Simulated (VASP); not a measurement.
Data:

```yaml
crystal:
  lattice:
    - [2.76754, 0.00000, 0.00000]
    - [0.00000, 2.76754, 0.00000]
    - [0.00000, 0.00000, 2.76754]
  atoms:
    - { symbol: Co, position: [0.00000, 0.00000, 0.00000] }
    - { symbol: P, position: [0.50000, 0.50000, 0.50000] }
```

Level of theory: PBEsol GGA, VASP's PBE PAW potentials (set 64) (plane waves; VASP). Numerical set-up: 400 eV cut-off, Gaussian smearing of 0.050 eV, potentials Co P.

Estimate the band gap (along the path) with the smallest direct gap where there is one.

| Item | Result |
|---|---|
| band gap (along the path) | none (metal, semimetal or under 0.01 eV) |

The absolute energy has meaning only against runs of the same code, potentials and settings.

The structure was generated: CoP was put into the CsCl type type (Pm-3m), which need not be its known phase. It was relaxed first, which changed the volume by -24 %. The run is not spin-polarised, so no magnetic state was tried.
